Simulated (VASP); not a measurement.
# Be3Se2S (Imm2) in VASP: a series of runs

One crystal, Be3Se2S, is run at these levels: PBE; tasks: relaxation of cell and atoms.

All numbers are computed with VASP 6.6.1; they aren't measurements. Logs are shortened: lines on timing, memory, paths and dates and some standing lists are left out, and cuts for length are marked.

## Step 1: The structure

The structure is orthorhombic, space group Imm2 (No. 44). The conventional cell has a = 3.600 Å, b = 10.774 Å, c = 5.076 Å, α = 90.00°, β = 90.00°, γ = 90.00°. Be (site symmetry m) has 1 S at 2.11 Å and 3 Se at 2.23 to 2.24 Å as nearest neighbours. Be (site symmetry mm2) has 2 S at 2.15 Å and 2 Se at 2.25 Å as nearest neighbours. Se (site symmetry m) has 4 Be at 2.23 to 2.25 Å as nearest neighbours. S (site symmetry mm2) is surrounded by 4 Be at 2.11 to 2.15 Å.

The cell was built by a generator and needn't be a form met in nature.

## Step 2: Relaxation of cell and atoms, PBE

The input, INCAR:

```
SYSTEM = Be3Se2S
ALGO = Normal ; EDIFF = 1E-6
EDIFFG = -0.01 ; ENCUT = 520
GGA = PE ; IBRION = 2
ISIF = 3 ; ISMEAR = 0
KPAR = 4 ; LASPH = .True.
LCHARG = .False. ; LREAL = .False.
LWAVE = .False. ; NELM = 120
NSW = 90 ; PREC = Accurate
SIGMA = 0.03
```

The input, KPOINTS:

```
k-points
0
Gamma
  8 8 8
  0 0 0
```

The input, POSCAR:

```
Be3Se2S
1.0
   -1.8000000000      5.3870000000      2.5380000000
    1.8000000000     -5.3870000000      2.5380000000
    1.8000000000      5.3870000000     -2.5380000000
Be Se S
3 2 1
Direct
    0.4000831300      0.2403467300      0.1597364000
    0.0806103300      0.2403467300      0.8402636000
    0.7693065400      0.2693065400      0.5000000000
    0.3339293600      0.9996059900      0.3343233700
    0.6652826200      0.9996059900      0.6656766300
    0.0007880200      0.0007880200      0.0000000000
```

Potentials or basis: VASP PAW PBE potentials, release 64 (Be, Se, S).

Command:

```console
cat potpaw_PBE.64/Be/POTCAR potpaw_PBE.64/Se/POTCAR potpaw_PBE.64/S/POTCAR > POTCAR
mpirun -np 4 vasp_std > vasp.out
```

OUTCAR:

```text
SYSTEM = Be3Se2S
   EDIFF = 1E-6
   EDIFFG = -0.01
   ENCUT = 520
   GGA = PE
   IBRION = 2
   ISIF = 3
   ISMEAR = 0
   LASPH = .True.
   LREAL = .False.
   NELM = 120
   NSW = 90
   PREC = Accurate

 ion  position               nearest neighbor table
   1  0.400  0.240  0.160-   6 2.11   5 2.23   5 2.23   4 2.24
   2  0.081  0.240  0.840-   6 2.11   4 2.23   4 2.23   5 2.24
   3  0.769  0.269  0.500-   6 2.15   6 2.15   4 2.25   5 2.25
   4  0.334  1.000  0.334-   2 2.23   2 2.23   1 2.24   3 2.25
   5  0.665  1.000  0.666-   1 2.23   1 2.23   2 2.24   3 2.25
   6  0.001  0.001  0.000-   1 2.11   2 2.11   3 2.15   3 2.15

  LATTYP: Found a body centered orthorhombic cell.
 ALAT       =     3.6000000000
 B/A-ratio  =     1.4100000000
 C/A-ratio  =     2.9927777778

  Lattice vectors:

 A1 = (  -1.8000000000,   5.3870000000,  -2.5380000000)
 A2 = (   1.8000000000,   5.3870000000,   2.5380000000)
 A3 = (   1.8000000000,  -5.3870000000,  -2.5380000000)

Analysis of symmetry for initial positions (statically):
=====================================================================
 Subroutine PRICEL returns:
 Original cell was already a primitive cell.

 Routine SETGRP: Setting up the symmetry group for a
 body centered orthorhombic supercell.

 Subroutine GETGRP returns: Found  4 space group operations
 (whereof  4 operations were pure point group operations)
 out of a pool of  8 trial point group operations.

The static configuration has the point symmetry C_2v.

Analysis of symmetry for dynamics (positions and initial velocities):
=====================================================================
 Subroutine PRICEL returns:
 Original cell was already a primitive cell.

 Routine SETGRP: Setting up the symmetry group for a
 body centered orthorhombic supercell.

 Subroutine GETGRP returns: Found  4 space group operations
 (whereof  4 operations were pure point group operations)
 out of a pool of  8 trial point group operations.

The dynamic configuration has the point symmetry C_2v.

 Subroutine INISYM returns: Found  4 space group operations
 (whereof  4 operations are pure point group operations),
 and found     1 'primitive' translations

----------------------------------------------------------------------------------------

                                     Primitive cell

  volume of cell :      98.4399

  direct lattice vectors                    reciprocal lattice vectors
    -1.800000000  5.387000000  2.538000000     0.000000000  0.092816039  0.197005516
     1.800000000 -5.387000000  2.538000000     0.277777778  0.000000000  0.197005516
     1.800000000  5.387000000 -2.538000000     0.277777778  0.092816039  0.000000000

  length of vectors
     6.221029899  6.221029899  6.221029899     0.217775091  0.340546131  0.292874224

  position of ions in fractional coordinates (direct lattice)
     0.400083130  0.240346730  0.159736400
     0.080610330  0.240346730  0.840263600
     0.769306540  0.269306540  0.500000000
     0.333929360  0.999605990  0.334323370
     0.665282620  0.999605990  0.665676630
     0.000788020  0.000788020  0.000000000

  ion indices of the primitive-cell ions
   primitive index   ion index
                 1           1
                 2           2
                 3           3
                 4           4
                 5           5
                 6           6

----------------------------------------------------------------------------------------

 KPOINTS: k-points

Automatic generation of k-mesh.
 Grid dimensions read from file:
 generate k-points for:    8    8    8

 Generating k-lattice:

  Cartesian coordinates                     Fractional coordinates (reciprocal lattice)
     0.000000000  0.011602005  0.024625690     0.125000000  0.000000000 -0.000000000
     0.034722222  0.000000000  0.024625690     0.000000000  0.125000000 -0.000000000
     0.034722222  0.011602005  0.000000000     0.000000000  0.000000000  0.125000000

  Length of vectors
     0.027221886  0.042568266  0.036609278

  Shift w.r.t. Gamma in fractional coordinates (k-lattice)
     0.000000000  0.000000000  0.000000000

 Subroutine IBZKPT returns following result:
 ===========================================

 Found     95 irreducible k-points:

 Following reciprocal coordinates:
            Coordinates               Weight
  0.000000  0.000000  0.000000      1.000000
  0.125000  0.000000  0.000000      4.000000
  0.250000  0.000000  0.000000      4.000000
  0.375000 -0.000000  0.000000      4.000000
  0.500000  0.000000  0.000000      2.000000
 -0.000000  0.125000  0.000000      4.000000
[... 16 lines left out ...]
  0.125000  0.375000  0.000000      8.000000
  0.250000  0.375000  0.000000      8.000000
 [... further k-points ...]
   k-points           NKPTS =     95   k-points in BZ     NKDIM =     95   number of bands    NBANDS=     16
   number of dos      NEDOS =    301   number of ions     NIONS =      6
   total plane-waves  NPLWV = 110592
   dimension x,y,z NGX =    48 NGY =   48 NGZ =   48
   dimension x,y,z NGXF=    96 NGYF=   96 NGZF=   96
   ions per type =               3   2   1
   NGX,Y,Z   is equivalent  to a cutoff of  12.83, 12.83, 12.83 a.u.
   NGXF,Y,Z  is equivalent  to a cutoff of  25.65, 25.65, 25.65 a.u.
 SYSTEM =  Be3Se2S
   PREC   = accura    normal or accurate (medium, high low for compatibility)
   ISTART =      0    job   : 0-new  1-cont  2-samecut
   ICHARG =      2    charge: 1-file 2-atom 10-const
   ISPIN  =      1    spin polarized calculation?
   LNONCOLLINEAR =      F non collinear calculations
   LSORBIT =      F    spin-orbit coupling
   LASPH  =      T    aspherical Exc in radial PAW
   ENCUT  =  520.0 eV  38.22 Ry    6.18 a.u.  11.57 11.57 11.57*2*pi/ulx,y,z
   NELM   =    120;   NELMIN=  2; NELMDL= -5     # of ELM steps
   EDIFF  = 0.1E-05   stopping-criterion for ELM
   LREAL  =      F    real-space projection
   EDIFFG = -.1E-01   stopping-criterion for IOM
   NSW    =     90    number of steps for IOM
   IBRION =      2    ionic relax: 0-MD 1-quasi-New 2-CG
   NFREE  =      1    steps in history (QN), initial steepest desc. (CG)
   ISIF   =      3    stress and relaxation
   ISYM   =      2    0-nonsym 1-usesym 2-fastsym
   POTIM  = 0.5000    time-step for ionic-motion
   TEBEG  =    0.0;   TEEND  =   0.0 temperature during run
   PSTRESS=    0.0 pullay stress
   NELECT =      24.0000    total number of electrons
   NUPDOWN=      -1.0000    fix difference up-down
   EMIN   =  10.00;   EMAX   =-10.00  energy-range for DOS
   EFERMI =   0.00;   METHOD = LEGACY
   ISMEAR =     0;   SIGMA  =   0.03  broadening in eV -4-tet -1-fermi 0-gaus
   EFERMI_NEDOS =   21; number of points for ismear=-14 and -15
   IALGO  =     38    algorithm
   IMIX   =      4    mixing-type and parameters
     AMIX     =   0.40;   BMIX     =  1.00
     AMIX_MAG =   1.60;   BMIX_MAG =  1.00
  volume/ion in A,a.u.               =      16.41       110.72
  Fermi-wavevector in a.u.,A,eV,Ry     =   1.022716  1.932652 14.230976  1.045947
  Thomas-Fermi vector in A             =   2.156410
   LORBIT       =      0    0 simple, 1 ext, 2 COOP (PROOUT), +10 PAW based schemes
   GGA     = PE    functional components
   LHFCALC =     F    Hartree Fock is set to
   AEXX    =    0.0000 exact exchange contribution
   IVDW    =     0    specifies the selected vdW correction
   LEPSILON=     F    determine dielectric tensor
   LRPA    =     F    only Hartree local field effects (RPA)
 conjugate gradient relaxation of ions
 non-spin polarized calculation
 Gauss-broadening in eV      SIGMA  =   0.03
  energy-cutoff  :      520.00
  volume of cell :       98.44
 maximum number of plane-waves:      2675
 NGX is ok and might be reduce to    48
   NGX = 23   NGY = 23   NGZ = 23

--------------------------------------- Ionic step        1  -------------------------------------------

 number of electron      23.9999999 magnetization

 Free energy of the ion-electron system (eV)
  ---------------------------------------------------
  ext. energy  EPLUGINS =         0.00000000
  ---------------------------------------------------
  free energy    TOTEN  =       -27.67177751 eV

  energy without entropy =      -27.67177751  energy(sigma->0) =      -27.67177751

------------------------ aborting loop because EDIFF is reached ----------------------------------------

  FORCE on cell =-STRESS in cart. coord.  units (eV):
  Direction    XX          YY          ZZ          XY          YZ          ZX
  --------------------------------------------------------------------------------------
  -------------------------------------------------------------------------------------
  Total       -0.2009604      0.0031575     -0.0481486      0.0000000      0.0000000      0.0000000
  in kB       -3.2707697      0.0513907     -0.7836518      0.0000000      0.0000000      0.0000000
  external PRESSURE =      -1.3343436 kB  Pullay stress =       0.0000000 kB

 VOLUME and BASIS-vectors are now :
 -----------------------------------------------------------------------------
  energy-cutoff  :      520.00
  volume of cell :       98.44
      direct lattice vectors                 reciprocal lattice vectors
    -1.800000000  5.387000000  2.538000000     0.000000000  0.092816039  0.197005516
     1.800000000 -5.387000000  2.538000000     0.277777778  0.000000000  0.197005516
     1.800000000  5.387000000 -2.538000000     0.277777778  0.092816039  0.000000000
[... 81 lines left out ...]
 POSITION                                       TOTAL-FORCE (eV/Angst)
 -----------------------------------------------------------------------------------
      0.00000      1.72291      1.22234        -0.000000      0.000818     -0.002002
      1.79575      3.66429     -1.31423        -0.000000     -0.000818     -0.002002
      0.00000      5.38720      1.36050        -0.000000     -0.000000     -0.029369
      1.79575     -1.78183      2.53628        -0.000000     -0.003465      0.019010
      1.79575      1.78183      2.53628         0.000000      0.003465      0.019010
      0.00000      0.00000      0.00024        -0.000000      0.000000     -0.004646
 -----------------------------------------------------------------------------------
    total drift:                                0.000000      0.000001     -0.000189

  FREE ENERGIE OF THE ION-ELECTRON SYSTEM (eV)
  ---------------------------------------------------
  free  energy   TOTEN  =       -27.6727319389 eV

  energy  without entropy=      -27.6727319389  energy(sigma->0) =      -27.67273194

--------------------------------------- Ionic step        4  -------------------------------------------

 number of electron      23.9999999 magnetization

 Free energy of the ion-electron system (eV)
  ---------------------------------------------------
  ext. energy  EPLUGINS =         0.00000000
  ---------------------------------------------------
  free energy    TOTEN  =       -27.67283823 eV

  energy without entropy =      -27.67283823  energy(sigma->0) =      -27.67283823

 E-fermi :   3.6951     XC(G=0):  -9.4527

 val. band max:        3.5386047601   @ k =   0.0000   0.0000   0.0000
 cond. band min:       6.2148384740   @ k =   0.5000   0.5000   0.5000
 fundamental gap:      2.6762337139
 Fermi energy:         3.6951390378

 k-point     1 :       0.0000    0.0000    0.0000
  band No.  band energies     occupation
      1     -10.2199      2.00000
      2      -8.5623      2.00000
      3      -8.3803      2.00000
      4      -1.1872      2.00000
      5      -1.0537      2.00000
      6      -0.6561      2.00000
[... 8 lines left out ...]
     15       8.1607      0.00000
     16       8.6414      0.00000
[... 419 lines left out ...]
 k-point    24 :       0.2500    0.3750    0.0000
  band No.  band energies     occupation
      1      -8.9008      2.00000
      2      -8.7196      2.00000
      3      -8.4752      2.00000
      4      -1.9220      2.00000
      5      -1.2627      2.00000
      6      -1.0936      2.00000
[... 8 lines left out ...]
     15       8.9817      0.00000
     16       9.3344      0.00000

 [... further k-points ...]
[... 5 lines left out ...]
  --------------------------------------------------------------------------------------
  -------------------------------------------------------------------------------------
  Total       -0.0025652     -0.0124152      0.0040000      0.0000000      0.0000000      0.0000000
  in kB       -0.0418161     -0.2023815      0.0652039      0.0000000      0.0000000      0.0000000
  external PRESSURE =      -0.0596646 kB  Pullay stress =       0.0000000 kB

 VOLUME and BASIS-vectors are now :
 -----------------------------------------------------------------------------
  energy-cutoff  :      520.00
  volume of cell :       98.29
      direct lattice vectors                 reciprocal lattice vectors
    -1.796491644  5.388733712  2.538184669     0.000000000  0.092786177  0.196991183
     1.796491644 -5.388733712  2.538184669     0.278320248  0.000000000  0.196991183
     1.796491644  5.388733712 -2.538184669     0.278320248  0.092786177  0.000000000

 POSITION                                       TOTAL-FORCE (eV/Angst)
 -----------------------------------------------------------------------------------
     -0.00000      1.72364      1.22334         0.000000     -0.005211      0.000289
      1.79649      3.66510     -1.31485        -0.000000      0.005211      0.000289
      0.00000      5.38873      1.35920        -0.000000      0.000000     -0.007941
      0.00000      3.60656      0.00090         0.000000     -0.007987      0.003257
      0.00000      7.17091      0.00090        -0.000000      0.007987      0.003257
      0.00000      0.00000      5.07596         0.000000      0.000000      0.000848
 -----------------------------------------------------------------------------------
    total drift:                                0.000000      0.000001      0.000076

  FREE ENERGIE OF THE ION-ELECTRON SYSTEM (eV)
  ---------------------------------------------------
  free  energy   TOTEN  =       -27.6728382266 eV

  energy  without entropy=      -27.6728382266  energy(sigma->0) =      -27.67283823

 reached required accuracy - stopping structural energy minimisation
```

Run time: 2.7 min. Hardware: 4 MPI ranks of Intel Xeon Platinum 8259CL at 2.50GHz (Skylake/Cascade Lake), shared host; peak memory 0.45 GiB.

What came out:

- Free energy: -27.6728 eV
- Relaxed volume: 16.38 Å³/atom
- Relaxed cell: a = 6.222 Å, b = 6.222 Å, c = 6.222 Å, α = 146.43°, β = 59.98°, γ = 131.85°
- Space group after relaxing (to 0.05 Å): Imm2 (No. 44)
- Energy gained by relaxing: 0.2 meV/atom
- Ionic steps: 4
- Pressure after relaxing: 0.0 GPa
- Largest force after relaxing: 0.009 eV/Å
- Band gap on the k mesh: 2.68 eV, indirect (least direct gap 2.85 eV)

Forces in eV/Å, atoms in the order of the input:
```
Be   0.000 -0.005  0.000
Be   0.000  0.005  0.000
Be   0.000  0.000 -0.008
Se   0.000 -0.008  0.003
Se   0.000  0.008  0.003
S    0.000  0.000  0.001
```

Step by step:
| step | energy change (eV) | largest force (eV/Å) | pressure (GPa) | volume (Å³) |
| --- | --- | --- | --- | --- |
| 1 | 0.0000 | 0.0813 | -0.13 | 98.44 |
| 2 | -0.0009 | 0.0460 | 0.03 | 98.25 |
| 3 | -0.0010 | 0.0294 | 0.10 | 98.16 |
| 4 | -0.0011 | 0.0086 | -0.01 | 98.29 |

Final structure:
```yaml
crystal:
  lattice:
    - [-1.79649, 5.38873, 2.53818]
    - [1.79649, -5.38873, 2.53818]
    - [1.79649, 5.38873, -2.53818]
  atoms:
    - { symbol: Be, position: [0.40092, 0.24099, 0.15993] }
    - { symbol: Be, position: [0.08106, 0.24099, 0.84007] }
    - { symbol: Be, position: [0.76775, 0.26775, 0.50000] }
    - { symbol: Se, position: [0.33482, 0.00018, 0.33464] }
    - { symbol: Se, position: [0.66554, 0.00018, 0.66536] }
    - { symbol: S, position: [0.99992, 0.99992, 0.00000] }
```

Levels at points of the mesh, in eV from the valence-band top:
| k point | band 8 | band 9 | band 10 | band 11 | band 12 | band 13 | band 14 | band 15 | band 16 |
| --- | --- | --- | --- | --- | --- | --- | --- | --- | --- |
| (0.00, 0.00, 0.00) | -2.42 | -1.62 | -0.13 | -0.12 | 0.00 | 4.02 | 4.48 | 4.62 | 5.10 |
| (0.50, 0.00, 0.00) | -1.85 | -1.34 | -1.24 | -1.12 | -0.89 | 4.32 | 4.54 | 4.70 | 6.02 |
| (0.00, 0.50, 0.00) | -3.39 | -2.64 | -2.27 | -1.14 | -1.11 | 4.50 | 5.66 | 5.72 | 5.99 |
| (0.50, 0.50, 0.00) | -2.93 | -2.76 | -2.57 | -2.18 | -1.72 | 2.68 | 4.32 | 5.12 | 5.27 |
| (0.50, 0.50, 0.50) | -2.58 | -2.12 | -1.69 | -0.84 | -0.17 | 2.68 | 4.28 | 5.25 | 5.67 |

## Step 3: Relaxation of cell and atoms, PBE

The input, INCAR:

```
SYSTEM = Be3Se2S
ALGO = Normal ; EDIFF = 1E-7
EDIFFG = -0.005 ; ENCUT = 520
GGA = PE ; IBRION = 2
ISIF = 3 ; ISMEAR = 0
KPAR = 4 ; LASPH = .True.
LCHARG = .False. ; LREAL = .False.
LWAVE = .False. ; NELM = 120
NSW = 60 ; POTIM = 0.3
PREC = Accurate ; SIGMA = 0.03
```

KPOINTS is that of step 2.

The input, POSCAR:

```
Be3Se2S                                 
1.0
   -1.7964916435      5.3887337119      2.5381846693
    1.7964916435     -5.3887337119      2.5381846693
    1.7964916435      5.3887337119     -2.5381846693
  Be              Se              S             
     3     2     1
Direct
     0.4009162503494432    0.2409865584936838    0.1599296918557594
     0.0810568666379245    0.2409865584936838    0.8400703081442407
     0.7677509070964255    0.2677509070964255    0.5000000000000000
     0.3348173070957210    0.0001782631105891    0.3346390439851319
     0.6655392191254570    0.0001782631105891    0.6653609560148680
     0.9999194496950288    0.9999194496950288    0.0000000000000000
```

Potentials or basis: VASP PAW PBE potentials, release 64 (Be, Se, S).

Command:

```console
cat potpaw_PBE.64/Be/POTCAR potpaw_PBE.64/Se/POTCAR potpaw_PBE.64/S/POTCAR > POTCAR
mpirun -np 4 vasp_std > vasp.out
```

Wall time 2.2 min (4 MPI ranks of Intel Xeon Platinum 8259CL at 2.50GHz (Skylake/Cascade Lake), shared host); peak memory 0.46 GiB.

The run converged. Its results:

```yaml
Free_energy: -27.6728 eV
Energy_gained_by_relaxing: 0.0 meV/atom
Ionic_steps: 4
Pressure_after_relaxing: 0.0 GPa
Band_gap_on_the_k_mesh: 2.68 eV, indirect (least direct gap 2.85 eV)
```

Forces on the atoms (eV/Å):
```
Be   0.000 -0.002  0.002
Be   0.000  0.002  0.002
Be   0.000  0.000 -0.001
Se   0.000  0.002 -0.001
Se   0.000 -0.002 -0.001
S    0.000  0.000 -0.002
```

Final structure:
```cif
data_structure
_symmetry_space_group_name_H-M 'P 1'
_symmetry_Int_Tables_number 1
_cell_length_a 6.2209
_cell_length_b 6.2209
_cell_length_c 6.2209
_cell_angle_alpha 146.433
_cell_angle_beta 59.987
_cell_angle_gamma 131.833
_cell_volume 98.28
loop_
_atom_site_label
_atom_site_type_symbol
_atom_site_fract_x
_atom_site_fract_y
_atom_site_fract_z
_atom_site_occupancy
Be1 Be 0.40089 0.24104 0.15985 1
Be2 Be 0.08119 0.24104 0.84015 1
Be3 Be 0.76752 0.26752 0.50000 1
Se1 Se 0.33479 0.00025 0.33454 1
Se2 Se 0.66571 0.00025 0.66546 1
S1 S 0.99991 0.99991 0.00000 1
```

Levels at points of the mesh, in eV from the valence-band top:
```csv
k point,band 10,band 11,band 12,band 13,band 14,band 15
"(0.00, 0.00, 0.00)",-0.13,-0.12,0.00,4.02,4.47,4.62
"(0.50, 0.00, 0.00)",-1.24,-1.12,-0.89,4.32,4.54,4.70
"(0.00, 0.50, 0.00)",-2.27,-1.14,-1.12,4.50,5.66,5.72
"(0.50, 0.50, 0.00)",-2.57,-2.18,-1.72,2.68,4.32,5.12
"(0.50, 0.50, 0.50)",-1.69,-0.84,-0.17,2.68,4.28,5.25
```
